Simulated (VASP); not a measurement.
VASP ran on this input.

### POSCAR
```
VN
2.5446890
  1.0000001526   0.0000000000   0.0000000000
  0.0000000000   1.0000001526   0.0000000000
  0.0000000000   0.0000000000   1.0000001526
V N
1 1
Cartesian
  0.0000000000   0.0000000000   0.0000000000
  0.5000000763   0.5000000763   0.5000000763
```

### KPOINTS
```
kpoints
0
Gamma
16 16 16
0 0 0
```

INCAR:
```
SYSTEM=VN
PREC=Accurate; ENCUT=520; LREAL=.False.
LASPH=.True.
EDIFF=1E-7; NELM=100; ALGO=Normal
LMAXMIX=4
ISMEAR=-5
GGA=PE
ISIF=2
LWAVE=.False.; LCHARG=.True.; LORBIT=11
NEDOS=601
```

POTCAR, in this order: V_sv N (PBE.64 set). Program: vasp_std.

Translate this PBE calculation to Ansatz.

One equivalent input (not run):
Ansatz 0.2 input:
```yaml
crystal:
  lattice:
    - [2.5446894, 0.0000000, 0.0000000]
    - [0.0000000, 2.5446894, 0.0000000]
    - [0.0000000, 0.0000000, 2.5446894]
  atoms:
    - { symbol: V, position: [0.0000000, 0.0000000, 0.0000000] }
    - { symbol: N, position: [0.5000000, 0.5000000, 0.5000000] }
kpoints:
  mp_grid: { grid: [16, 16, 16] }
hamiltonian:
  xc: pbe
  pseudopotentials: { kind: paw }
scf:
  occupations: { method: tetrahedron }
  max_iter: 100
output: { forces: true, stress: true, eigenvalues: true }
```
What does not carry over: each code has its own PAW files, so the cut-off isn't converted (ENCUT is set for VASP's; basis.ecutwfc is left out, and Ansatz then takes the one that its files recommend); Ansatz stops its SCF on the density residual and VASP on the energy change (EDIFF).

The structure was generated: VN was put into the CsCl type type (Pm-3m), which need not be its known phase. It was relaxed first, which changed the volume by -33 %.
